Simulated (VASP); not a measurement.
Data:

```
Rh
1.0
    0.00000     1.88510     1.88510
    1.88510     0.00000     1.88510
    1.88510     1.88510     0.00000
Rh
1
Direct
  0.00000   0.00000   0.00000
```

Level of theory: PBE GGA with D3 dispersion (Becke-Johnson damping), VASP's PBE PAW potentials (set 64) (plane waves; VASP). Numerical set-up: 300 eV cut-off, 12×12×12 Γ-centred mesh shifted by (0.5, 0.5, 0.5), Gaussian smearing of 0.10 eV, potentials Rh_pv.

At this cut-off the stress carries a Pulay error, which pulls relaxed volumes low.

**Question.** The ions, cell shape and volume are relaxed. Give the cell that the relaxation ends in.

**Answer.** 
```
Rh
1.0
    0.00000     1.89618     1.89618
    1.89618     0.00000     1.89618
    1.89618     1.89618     0.00000
Rh
1
Direct
  0.00000   0.00000   0.00000
```
Space group Fm-3m (225), at a tolerance of 0.03 Å.

**Question.** How do energy and volume change from the first to the last step?

**Answer.** The energy (σ→0) changes by -3.5 meV/atom and the volume by +1.8 %, in 3 ionic steps.

| step | E(σ→0) (eV) | max force (eV/Å) | pressure (GPa) | volume (Å³) |
|---|---|---|---|---|
| 1 | -7.9026 | 0.000 | 4.96 | 13.40 |
| 2 | -7.8857 | 0.000 | -10.54 | 14.22 |
| 3 | -7.9061 | 0.000 | -0.03 | 13.64 |

The structure comes from a computed database's Rh entry; how it stands against other phases isn't given here. This run relaxes it. Symmetry was kept, so distortions that lower it aren't found. The run is one of a series of settings (EDIFFG = -0.01, IBRION = 2, ISIF = 3, IVDW = 12, NSW = 50 against the base run), some of them coarse on purpose.
